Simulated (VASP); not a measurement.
These are PBE GGA with D3 dispersion (zero damping), VASP's PBE PAW potentials (set 64) (plane waves; VASP) values and carry that method's errors.

VASP input:

**INCAR**
```
ALGO=Normal
EDIFF=1E-7
ENCUT=520
GGA=PE
ISIF=2
ISMEAR=-5
IVDW=11
LASPH=.True.
LCHARG=.True.
LEFG=.True.
LMAXMIX=6
LORBIT=11
LREAL=.False.
LWAVE=.False.
NEDOS=601
NELM=100
PREC=Accurate
SYSTEM=WS2
```

POSCAR:
```
WS2
1
    1.5858864735    -2.7468359247    -0.0000000000
    1.5858864735     2.7468359247     0.0000000000
    0.0000000000     0.0000000000    12.4201498764
W S
2 4
Direct
  0.3333330000   0.6666670000   0.2500000000
  0.6666670000   0.3333330000   0.7500000000
  0.3333330000   0.6666670000   0.8764980376
  0.6666670000   0.3333330000   0.3764980376
  0.6666670000   0.3333330000   0.1235019624
  0.3333330000   0.6666670000   0.6235019624
```

**KPOINTS**
```
Automatic mesh
0
Gamma
9 9 2
0 0 0
```

POTCAR, in this order: W_sv S (PBE.64 set). Program: vasp_std.

The run wrote:

File OSZICAR:
```
       N       E                     dE             d eps       ncg     rms          rms(c)
DAV:   1     0.526963957956E+03    0.52696E+03   -0.28906E+04  1648   0.167E+03
DAV:   2    -0.144544935861E+02   -0.54142E+03   -0.53069E+03  1748   0.450E+02
DAV:   3    -0.490912988474E+02   -0.34637E+02   -0.34377E+02  1878   0.103E+02
DAV:   4    -0.499797812972E+02   -0.88848E+00   -0.88575E+00  1819   0.171E+01
DAV:   5    -0.500047665383E+02   -0.24985E-01   -0.24975E-01  1885   0.292E+00    0.377E+01
DAV:   6    -0.476195248193E+02    0.23852E+01   -0.14583E+01  1765   0.220E+01    0.169E+01
DAV:   7    -0.473826551160E+02    0.23687E+00   -0.38452E+00  1788   0.912E+00    0.643E+00
DAV:   8    -0.472650280241E+02    0.11763E+00   -0.59661E-01  1984   0.456E+00    0.195E+00
DAV:   9    -0.472671116340E+02   -0.20836E-02   -0.56530E-02  2055   0.124E+00    0.974E-01
DAV:  10    -0.472653819640E+02    0.17297E-02   -0.28498E-02  1865   0.104E+00    0.311E-01
DAV:  11    -0.472650899811E+02    0.29198E-03   -0.45167E-03  1818   0.411E-01    0.158E-01
DAV:  12    -0.472650686351E+02    0.21346E-04   -0.18240E-04  1822   0.853E-02    0.787E-02
DAV:  13    -0.472650757907E+02   -0.71556E-05   -0.10376E-04  1887   0.569E-02    0.291E-02
DAV:  14    -0.472650783470E+02   -0.25563E-05   -0.11210E-05  2084   0.168E-02    0.149E-02
DAV:  15    -0.472650781643E+02    0.18270E-06   -0.16668E-06  2003   0.788E-03    0.627E-03
DAV:  16    -0.472650783833E+02   -0.21897E-06   -0.42977E-07  1646   0.334E-03    0.971E-04
DAV:  17    -0.472650784333E+02   -0.50023E-07   -0.50534E-08  1227   0.128E-03
   1 F= -.48773088E+02 E0= -.48773088E+02  d E =0.000000E+00
```

### OUTCAR
```
------------------------ aborting loop because EDIFF is reached ----------------------------------------
 Edisp (eV)   -1.50801
  FORCE on cell =-STRESS in cart. coord.  units (eV):
  Direction    XX          YY          ZZ          XY          YZ          ZX
  --------------------------------------------------------------------------------------
  Total       0.00344     0.00344     0.12464     0.00000     0.00000    -0.00000
  in kB       0.05087     0.05087     1.84550     0.00000     0.00000    -0.00000
  external pressure =        0.65 kB  Pullay stress =        0.00 kB
  volume of cell :      108.21
      direct lattice vectors                 reciprocal lattice vectors
     1.585886474 -2.746835925  0.000000000     0.315281080 -0.182027618  0.000000000
     1.585886474  2.746835925  0.000000000     0.315281080  0.182027618  0.000000000
     0.000000000  0.000000000 12.420149876     0.000000000  0.000000000  0.080514326
 POSITION                                       TOTAL-FORCE (eV/Angst)
 -----------------------------------------------------------------------------------
      1.58589      0.91561      3.10504         0.000000      0.000000      0.000000
      1.58589     -0.91561      9.31511         0.000000      0.000000      0.000000
      1.58589      0.91561     10.88624         0.000000      0.000000      0.020861
      1.58589     -0.91561      4.67616        -0.000000     -0.000000      0.020861
      1.58589     -0.91561      1.53391         0.000000      0.000000     -0.020861
      1.58589      0.91561      7.74399        -0.000000     -0.000000     -0.020861
 -----------------------------------------------------------------------------------
    total drift:                               -0.000161      0.001152     -0.000036
  FREE ENERGIE OF THE ION-ELECTRON SYSTEM (eV)
  ---------------------------------------------------
  free  energy   TOTEN  =       -48.7730876407 eV

  energy  without entropy=      -48.7730876407  energy(sigma->0) =      -48.77308764

 total charge

# of ion       s       p       d       tot
------------------------------------------
    1        2.320   6.326   3.373  12.018
    2        2.320   6.326   3.373  12.018
    3        1.360   2.363   0.000   3.722
    4        1.360   2.363   0.000   3.722
    5        1.360   2.363   0.000   3.722
    6        1.360   2.363   0.000   3.722
--------------------------------------------------
tot         10.077  22.103   6.746  38.926

 Electric field gradients after diagonalization (V/A^2)
 (convention: |V_zz| > |V_xx| > |V_yy|)
----------------------------------------------------------------------
 ion       V_xx      V_yy      V_zz     asymmetry (V_yy - V_xx)/ V_zz
----------------------------------------------------------------------
   1      76.681    76.680  -153.361       0.000
   2      76.681    76.680  -153.361       0.000
   3      22.146    22.145   -44.290       0.000
   4      22.146    22.145   -44.290       0.000
   5      22.146    22.144   -44.290       0.000
   6      22.146    22.144   -44.290       0.000
```
(Selected blocks of OUTCAR.)

The compound is WS2 in the 2H layered structure. It was relaxed first.
